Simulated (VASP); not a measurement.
# BaZrO3: structure and properties in VASP, part 2 of 2

What structure does BaZrO3 take at this level, and what are its properties? The start is a cell from a database of measured crystal structures.

VASP 6.6.1, plane waves and PAW; the level of theory is named at each step.

So far, gap on the k-mesh (eV): step 2 (relaxing cell and atoms (LDA)) 3.22; step 6 (total and projected DOS (LDA)) 3.17; step 7 (vibrations at Γ (LDA)) 3.22; step 8 (volume scan with LDA, volume scale 0.94) 3.32; step 9 (volume scan with LDA, volume scale 0.96) 3.31.

## 10. Volume scan with LDA, volume scale 0.98

File INCAR:

```
SYSTEM = BaZrO3
PREC = Accurate
ENCUT = 520
EDIFF = 1E-06
NELM = 100
ISMEAR = -1
SIGMA = 0.05
LREAL = .FALSE.
ALGO = Normal
GGA = CA
NBANDS = 26
LORBIT = 11
LWAVE = .FALSE.
LCHARG = .FALSE.
KPAR = 2
ISIF = 2
```

File POSCAR:

```
BaZrO3
1.0
    4.1315614581      0.0000000000      0.0000000000
    0.0000000000      4.1315614581      0.0000000000
    0.0000000000      0.0000000000      4.1315614581
Ba Zr O
1 1 3
Direct
    0.0000000000      0.0000000000      0.0000000000
    0.5000000000      0.5000000000      0.5000000000
    0.5000000000      0.5000000000      0.0000000000
    0.5000000000      0.0000000000      0.5000000000
    0.0000000000      0.5000000000      0.5000000000
```

File KPOINTS:

```
Automatic mesh
0
Gamma
5 5 5
0 0 0
```

The projector-augmented-wave data sets are Ba_sv, Zr_sv and O (LDA family, release 64).

Run with:

```console
> mpirun -np 2 vasp_std
```

Run time: 9.2 s. Hardware: 2 MPI ranks of AMD EPYC 7R43, shared host; peak memory 0.26 GiB.

The pressure falls from 7.76 to 3.66 GPa.

The run ends at a pressure of 3.66 GPa.

## 11. Volume scan with LDA, volume scale 1

INCAR is that of step 10.

POSCAR, as its differences from that of step 10:

```diff
@@ -2,5 +2,5 @@
 1.0
-    4.1315614581      0.0000000000      0.0000000000
-    0.0000000000      4.1315614581      0.0000000000
-    0.0000000000      0.0000000000      4.1315614581
+    4.1594782607      0.0000000000      0.0000000000
+    0.0000000000      4.1594782607      0.0000000000
+    0.0000000000      0.0000000000      4.1594782607
 Ba Zr O
```

KPOINTS is that of step 10.

Run with:

```console
> mpirun -np 2 vasp_std
```

Run time: 9.4 s. Hardware: 2 MPI ranks; peak memory 0.25 GiB.

The pressure falls from 3.66 to -0.03 GPa.

The run ends at a pressure of -0.03 GPa.

## 12. Volume scan with LDA, volume scale 1.02

INCAR is that of step 11.

POSCAR, as its differences from that of step 11:

```diff
@@ -2,5 +2,5 @@
 1.0
-    4.1594782607      0.0000000000      0.0000000000
-    0.0000000000      4.1594782607      0.0000000000
-    0.0000000000      0.0000000000      4.1594782607
+    4.1870252771      0.0000000000      0.0000000000
+    0.0000000000      4.1870252771      0.0000000000
+    0.0000000000      0.0000000000      4.1870252771
 Ba Zr O
```

KPOINTS is that of step 11.

Run with:

```console
> mpirun -np 2 vasp_std
```

It took 9.2 s on 2 MPI ranks; peak memory 0.27 GiB.

The pressure falls from -0.03 to -3.34 GPa.

The run ends at a pressure of -3.34 GPa.

## 13. Volume scan with LDA, volume scale 1.04

INCAR is that of step 12.

POSCAR, as its differences from that of step 12:

```diff
@@ -2,5 +2,5 @@
 1.0
-    4.1870252771      0.0000000000      0.0000000000
-    0.0000000000      4.1870252771      0.0000000000
-    0.0000000000      0.0000000000      4.1870252771
+    4.2142145148      0.0000000000      0.0000000000
+    0.0000000000      4.2142145148      0.0000000000
+    0.0000000000      0.0000000000      4.2142145148
 Ba Zr O
```

KPOINTS is that of step 12.

Run with:

```console
> mpirun -np 2 vasp_std
```

Run time: 9.4 s. Hardware: 2 MPI ranks; peak memory 0.26 GiB; 18 s of CPU time.

The pressure falls from -3.34 to -6.30 GPa.

The run ends at a pressure of -6.30 GPa.

## 14. Volume scan with LDA, volume scale 1.06

A prediction first. A parabola through the 6 pressures of evenly scaled cells so far, P = -0.04 -175.1 t +401 t² GPa with t = ln(V/V₁) and V₁ the volume at scale 1, gives -8.88 GPa at t = +0.0583.

INCAR is that of step 13.

POSCAR, as its differences from that of step 13:

```diff
@@ -2,5 +2,5 @@
 1.0
-    4.2142145148      0.0000000000      0.0000000000
-    0.0000000000      4.2142145148      0.0000000000
-    0.0000000000      0.0000000000      4.2142145148
+    4.2410573692      0.0000000000      0.0000000000
+    0.0000000000      4.2410573692      0.0000000000
+    0.0000000000      0.0000000000      4.2410573692
 Ba Zr O
```

KPOINTS is that of step 13.

Run with:

```console
> mpirun -np 2 vasp_std
```

Run time: 9.8 s. Hardware: 2 MPI ranks; peak memory 0.26 GiB; 18 s of CPU time.

The pressure falls from -6.30 to -8.96 GPa. The parabola predicted -8.88 GPa, +0.08 GPa off.

## 15. Side by side

Times are for 2 MPI ranks of AMD EPYC 7R43, shared host. Results by setting:

| no. | volume scale | energy above the lowest point (meV/atom) | pressure (GPa) | gap on the k-mesh (eV) | time | memory (GiB) |
| --- | --- | --- | --- | --- | --- | --- |
| 1 | 0.94 | 32.33 | 12.34 | 3.323 | 8.8 s | 0.25 |
| 2 | 0.96 | 14.01 | 7.764 | 3.310 | 8.8 s | 0.26 |
| 3 | 0.98 | 3.51 | 3.657 | 3.267 | 9.2 s | 0.26 |
| 4 | 1 | 0 | -0.02901 | 3.225 | 9.4 s | 0.25 |
| 5 | 1.02 | 2.79 | -3.336 | 3.182 | 9.2 s | 0.27 |
| 6 | 1.04 | 11.2 | -6.300 | 3.139 | 9.4 s | 0.26 |
| 7 | 1.06 | 24.67 | -8.961 | 3.095 | 9.8 s | 0.26 |

## 16. Fit for LDA

This step: Birch-Murnaghan fit, LDA; plane waves and PAW (VASP 6.6.1).

This step runs nothing: it gathers the runs above.

This step gave:

* pressure derivative of the bulk modulus: 4.447
* r.m.s. error of the fit: 2.22e-6 eV/atom
* minimum inside the sampled range: yes
* bulk modulus: 174.0 GPa
* equilibrium volume of the fit: 14.40 Å³/atom

Table of energy above the fitted minimum by volume:

| volume (Å³/atom) | energy above the fitted minimum (eV/atom) |
| --- | --- |
| 13.529 | 0.0323 |
| 13.817 | 0.0140 |
| 14.105 | 0.00351 |
| 14.393 | 5.4e-7 |
| 14.681 | 0.00279 |
| 14.969 | 0.0112 |
| 15.256 | 0.0247 |

The fitted volume lies +0.08 % from the relaxed one.

## 17. Bands along the symmetry lines (LDA + SOC)

This step: LDA, spin-orbit coupling; plane waves and PAW (Ba_sv, Zr_sv, O) (VASP 6.6.1).

Levels along the symmetry lines show where the bands peak and cross; KPOINTS_OPT computes them in the converged potential. Spin-orbit coupling needs spinors and the noncollinear program, where each band holds one electron.

INCAR, as its differences from that of step 14:

```diff
@@ -10,3 +10,9 @@
 GGA = CA
-NBANDS = 26
+LNONCOLLINEAR = .TRUE.
+MAGMOM = 0 0 0 0 0 0 0 0 0 0 0 0 0 0 0
+NBANDS = 52
+GGA_COMPAT = .FALSE.
+LASPH = .TRUE.
+LSORBIT = .TRUE.
+LMAXMIX = 4
 LORBIT = 11
@@ -15,2 +21 @@
 KPAR = 2
-ISIF = 2
```

POSCAR, as its differences from that of step 14:

```diff
@@ -2,5 +2,5 @@
 1.0
-    4.2410573692      0.0000000000      0.0000000000
-    0.0000000000      4.2410573692      0.0000000000
-    0.0000000000      0.0000000000      4.2410573692
+    4.1594782607      0.0000000000      0.0000000000
+    0.0000000000      4.1594782607      0.0000000000
+    0.0000000000      0.0000000000      4.1594782607
 Ba Zr O
```

File KPOINTS:

```
Automatic mesh
0
Gamma
4 4 4
0 0 0
```

File KPOINTS_OPT:

```
Line mode
16
Line-mode
Reciprocal
  0.00000000   0.00000000   0.00000000 GAMMA
  0.00000000   0.50000000   0.00000000 X

  0.00000000   0.50000000   0.00000000 X
  0.50000000   0.50000000   0.00000000 M

  0.50000000   0.50000000   0.00000000 M
  0.00000000   0.00000000   0.00000000 GAMMA

  0.00000000   0.00000000   0.00000000 GAMMA
  0.50000000   0.50000000   0.50000000 R

  0.50000000   0.50000000   0.50000000 R
  0.00000000   0.50000000   0.00000000 X

  0.50000000   0.50000000   0.00000000 M
  0.50000000   0.50000000   0.50000000 R
```

Run with:

```console
> mpirun -np 2 vasp_ncl
```

Wall time 3.7 min (2 MPI ranks); peak memory 0.61 GiB.

LASPH is switched on together with spin-orbit coupling, so the change from the scalar run holds both.

This step gave:

```yaml
scf_cycles: 15
bands: 52
free_energy_toten: -46.00 eV
fermi_energy: 4.713 eV
pressure: -3.01e-5 GPa
least_gap_on_mesh_and_path: 3.075 eV
least_direct_gap_on_mesh_and_path: 3.224 eV
valence_top_at_k: 0.5, 0.5, 0.5
```

On-site spin-orbit energy by atom:

| atom | on-site spin-orbit energy (eV) |
| --- | --- |
| Ba1 | -0.403 |
| Zr2 | -0.139 |
| O3 | 0.000 |
| O4 | 0.000 |
| O5 | 0.000 |

The electronic bands at the labelled points (eV, zero at the valence-band top; v1 is the highest filled band, c1 the lowest empty one):

| point | v4 | v3 | v2 | v1 | c1 | c2 | c3 | c4 |
| --- | --- | --- | --- | --- | --- | --- | --- | --- |
| Γ | -0.15 | -0.15 | -0.15 | -0.15 | 3.08 | 3.08 | 3.08 | 3.08 |
| 0.47 of the way | -0.38 | -0.38 | -0.28 | -0.28 | 3.29 | 3.29 | 4.22 | 4.22 |
| X | -0.47 | -0.47 | -0.36 | -0.36 | 3.58 | 3.58 | 5.76 | 5.76 |
| 0.53 of the way | -0.64 | -0.64 | -0.43 | -0.43 | 4.79 | 4.79 | 5.76 | 5.76 |
| M | -0.73 | -0.73 | -0.09 | -0.09 | 5.73 | 5.73 | 5.78 | 5.78 |
| 0.53 of the way | -0.57 | -0.57 | -0.50 | -0.50 | 4.34 | 4.34 | 4.42 | 4.42 |
| Γ | -0.15 | -0.15 | -0.15 | -0.15 | 3.08 | 3.08 | 3.08 | 3.08 |
| 0.47 of the way | -0.72 | -0.72 | -0.61 | -0.61 | 4.78 | 4.78 | 4.83 | 4.83 |
| R | 0.00 | 0.00 | 0.00 | 0.00 | 5.97 | 5.97 | 5.97 | 5.97 |
| 0.47 of the way | -0.53 | -0.53 | -0.40 | -0.40 | 5.45 | 5.45 | 5.97 | 5.97 |
| X | -0.47 | -0.47 | -0.36 | -0.36 | 3.58 | 3.58 | 5.76 | 5.76 |
| jump to M | -0.73 | -0.73 | -0.09 | -0.09 | 5.73 | 5.73 | 5.78 | 5.78 |
| 0.47 of the way | -0.55 | -0.55 | -0.05 | -0.05 | 6.04 | 6.04 | 6.06 | 6.06 |
| R | 0.00 | 0.00 | 0.00 | 0.00 | 5.97 | 5.97 | 5.97 | 5.97 |

Of the projections kept (Ba, Zr, O), the largest for each band there; the rest of the weight can lie on other orbitals:

| point | v4 | v3 | v2 | v1 | c1 | c2 | c3 | c4 |
| --- | --- | --- | --- | --- | --- | --- | --- | --- |
| Γ | O 0.95 | O 0.95 | O 0.95 | O 0.95 | Zr 0.87 | Zr 0.87 | Zr 0.87 | Zr 0.87 |
| X | O 0.94 | O 0.94 | O 0.93 | O 0.93 | Zr 1.00 | Zr 1.00 | Zr 0.77 | Zr 0.77 |
| M | O 0.89 | O 0.89 | O 0.98 | O 0.98 | Zr 0.70 | Zr 0.70 | Zr 0.69 | Zr 0.69 |
| Γ | O 0.95 | O 0.95 | O 0.95 | O 0.95 | Zr 0.87 | Zr 0.87 | Zr 0.87 | Zr 0.87 |
| R | O 1.00 | O 1.00 | O 1.00 | O 1.00 | Ba 0.87 | Ba 0.87 | Ba 0.87 | Ba 0.87 |
| X | O 0.94 | O 0.94 | O 0.93 | O 0.93 | Zr 1.00 | Zr 1.00 | Zr 0.77 | Zr 0.77 |

The gap moves by -0.04 eV against LDA, which ran on another mesh.

## 18. Summary of results

```yaml
relaxed_volume: 14.39 Å³/atom
relaxed_conventional_cell_a_b_c: 4.159, 4.159, 4.159 Å
space_group_after_relaxing_within_0p02_a: Pm-3m (No. 221)
band_gap: 3.11 eV, indirect (least direct gap of that run 3.30 eV)
gap_among_the_points_of_the_dos_mesh_alone_an_upper_bound: 3.17 eV
static_dielectric_constant_from_modes_and_born_charges_mean: 58.0
electronic_dielectric_constant_mean: 4.96
highest_zone_centre_mode: 522 cm⁻¹
bulk_modulus_from_the_fit: 174 GPa
volume_from_the_fit: 14.4 Å³/atom
band_gap_lda_soc: 3.07 eV, indirect (least direct gap of that run 3.22 eV)
```

In words: With LDA, BaZrO3 relaxes to 14.39 Å³/atom in space group Pm-3m (held by the symmetry of the run), has an indirect gap of 3.11 eV and has a bulk modulus of 174 GPa. Against the listed cell the volume lies -2.3 %. Vibrations at Γ (LDA): Mean Born effective charge: Ba1 2.74, Zr2 6.14, O3 -2.96 e. Vibrations at Γ (LDA): The strongest infrared line lies at 522 cm⁻¹, followed by 193 and 104. Vibrations at Γ (LDA): The highest mode in this list at Γ, 522.2 cm⁻¹, is mostly motion of O (97 % of the kinetic energy). Bands along the symmetry lines (LDA + SOC): On this path the gap is indirect, 3.08 eV, with the valence top at R and the conduction bottom at Γ. The least direct gap is 3.22 eV. LASPH was switched on together with spin-orbit coupling, so shifts put down to the coupling hold both changes. Semilocal functionals usually underestimate gaps. Modes at Γ alone can't show that the crystal is stable at other wave vectors, and the LO-TO splitting is not included. No search among competing phases was made, and a listed structure need not be the one stable at ambient conditions. All values are for a static lattice at zero temperature.

[Lines on the potential files, build, host, timing and source positions are cut from VASP's logs without a mark.]

[Logs are printed without paths, hosts, clocks, repeated set-up lines and the standing remarks that a program may print on its own settings, such as how far it seeks lower states.]

[Hosts, paths, dates, database ids (printed as entryN), source tags and the programs' standing remarks are cut or masked in the printed files.]

[A measured line is paired with the nearest computed mode of its activity, which favours agreement.]
